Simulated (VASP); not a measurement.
These are PBEsol GGA, VASP's PBE PAW potentials (set 64) (plane waves; VASP) values and carry that method's errors.

The input files of a VASP run:

**POSCAR**
```
KI
4.9640610
  0.0000000000   0.7071067852   0.7071067852
  0.7071067852   0.0000000000   0.7071067852
  0.7071067852   0.7071067852   0.0000000000
K I
1 1
Direct
  0.0000000000   0.0000000000   0.0000000000
  0.5000000000   0.5000000000   0.5000000000
```

INCAR:
```
SYSTEM = KI
PREC = Accurate
ENCUT = 400
EDIFF = 1E-7
NELM = 100
ALGO = Normal
LREAL = .FALSE.
LASPH = .TRUE.
ISMEAR = -5
GGA = PS
LMAXMIX = 4
LWAVE = .FALSE.
LCHARG = .TRUE.
LORBIT = 11
NEDOS = 601
ISIF = 2
```

**KPOINTS**
```
K-points
0
gamma
 7 7 7
0 0 0
```

POTCAR, in this order: K_sv I (PBE.64 set). Program: vasp_std.

Unless said otherwise, spin-orbit coupling is left out, though it shifts the bands of the heavy elements here.

Problem. Predict the energy per atom (σ→0), band gap (on the k-mesh).

Solution. 
| Quantity | Result |
|---|---|
| energy per atom (σ→0) | -2.908 eV/atom |
| band gap (on the k-mesh) | 3.86 eV |

File OSZICAR:
```
...
DAV:   9    -0.581588458105E+01    0.11008E-03   -0.58829E-04   632   0.167E-01    0.100E-01
DAV:  10    -0.581617406116E+01   -0.28948E-03   -0.47967E-04   572   0.127E-01    0.856E-02
DAV:  11    -0.581617398174E+01    0.79423E-07   -0.59243E-05   616   0.486E-02    0.129E-02
DAV:  12    -0.581617471347E+01   -0.73173E-06   -0.43126E-06   616   0.207E-02    0.121E-02
DAV:  13    -0.581617544376E+01   -0.73029E-06   -0.86391E-07   596   0.825E-03    0.387E-03
DAV:  14    -0.581617559445E+01   -0.15069E-06   -0.17674E-07   560   0.333E-03    0.554E-04
DAV:  15    -0.581617558847E+01    0.59836E-08   -0.93455E-09   388   0.893E-04
   1 F= -.58161756E+01 E0= -.58161756E+01  d E =0.000000E+00
```

The compound is KI in the rock salt structure. It was relaxed first.
